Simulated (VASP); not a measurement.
A convergence study with VASP on Co (hcp): one setting is varied, all else stays as given below, so the limit is that of these other settings. ε∞ is the independent-particle value.

```yaml
crystal:
  lattice:
    - [1.25500, -2.17372, 0.00000]
    - [1.25500, 2.17372, 0.00000]
    - [0.00000, 0.00000, 4.07000]
  atoms:
    - { symbol: Co, position: [0.33333, 0.66667, 0.25000], spin: 1.8 }
    - { symbol: Co, position: [0.66667, 0.33333, 0.75000], spin: 1.8 }
```

All values below come from PBE GGA, VASP's PBE PAW potentials (set 64) (plane waves; VASP). The tightest run used: 550 eV cut-off, 14×14×7 Γ-centred mesh, first-order Methfessel-Paxton smearing of 0.10 eV, potentials Co.

Problem. The settings run are NBANDS = 10; NBANDS = 11; NBANDS = 13; NBANDS = 17; NBANDS = 25; NBANDS = 41; NBANDS = 73; NBANDS = 137. From which on does the moment stay within 0.01 μB of the tightest run?

Solution. From NBANDS = 13 on: it is off by 0.000 there and by no more than 0.01 in any finer run, while NBANDS = 11 is off by 0.209.
```csv
setting,moment (μB),bands,difference judged (μB)
NBANDS = 10,2.000,10,1.249
NBANDS = 11,3.041,11,0.209
NBANDS = 13,3.249,13,0.000
NBANDS = 17,3.249,17,0.000
NBANDS = 25,3.249,25,0.000
NBANDS = 41,3.249,41,0.000
NBANDS = 73,3.249,73,0.000
NBANDS = 137,3.249,137,0.000
```

VASP warned of too few bands at NBANDS = 10; NBANDS = 11.

Left out are rungs that failed or repeat a setting and relaxations that didn't move; long series are thinned to 24 rows.

The compound is Co in the hcp structure. The cell was not relaxed at this level. The spin order is the one that the start imposed; others were not tried in this run. VASP warned that the highest band is occupied, so more bands are needed.
